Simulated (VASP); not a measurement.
Input for VASP

POSCAR:
```
Mg
5.0913610
  0.6267311337   0.0000000000   0.0000000000
 -0.3133655668   0.5427650197   0.0000000000
  0.0000000000   0.0000000000   0.9999999230
Mg
2
Cart
 -0.0000003134   0.3618435274   0.2499999808
  0.3133658802   0.1809214923   0.7499999423
```

KPOINTS:
```
Automatic mesh
0
Gamma
15 15 8
0 0 0
```

### INCAR
```
! general
SYSTEM=Mg
PREC  =Accurate
ENCUT =400
LREAL =.False.
LASPH =.True.

! electronic loop
EDIFF =1E-7
NELM  =100
ALGO  =Normal

! smearing
ISMEAR=-5

! functional
GGA   =PS

! ions
ISIF  =2

! output
LWAVE =.False.
LCHARG=.True.
LORBIT=11
NEDOS =601
```

POTCAR, in this order: Mg (PBE.64 set). Program: vasp_std.

### Question
Translate this PBEsol calculation to Ansatz.

### Answer
One equivalent input (not run):
Ansatz 0.2 input:
```yaml
crystal:
  lattice:
    - [3.1909145, 0.0000000, 0.0000000]
    - [-1.5954572, 2.7634127, 0.0000000]
    - [0.0000000, 0.0000000, 5.0913606]
  atoms:
    - { symbol: Mg, position: [0.3333330, 0.6666670, 0.2500000] }
    - { symbol: Mg, position: [0.6666670, 0.3333330, 0.7500000] }
kpoints:
  mp_grid: { grid: [15, 15, 8] }
hamiltonian:
  xc: pbesol
  pseudopotentials: { kind: paw }
scf:
  occupations: { method: tetrahedron }
  max_iter: 100
output: { forces: true, stress: true, eigenvalues: true }
```
The two are equivalent in intent, not identical: each code has its own PAW files, so the cut-off isn't converted (ENCUT is set for VASP's; basis.ecutwfc is left out, and Ansatz then takes the one that its files recommend); Ansatz stops its SCF on the density residual and VASP on the energy change (EDIFF).

The structure comes from a measured Mg entry (P6_3/mmc) of the Crystallography Open Database, whose conditions weren't checked. It was relaxed first.
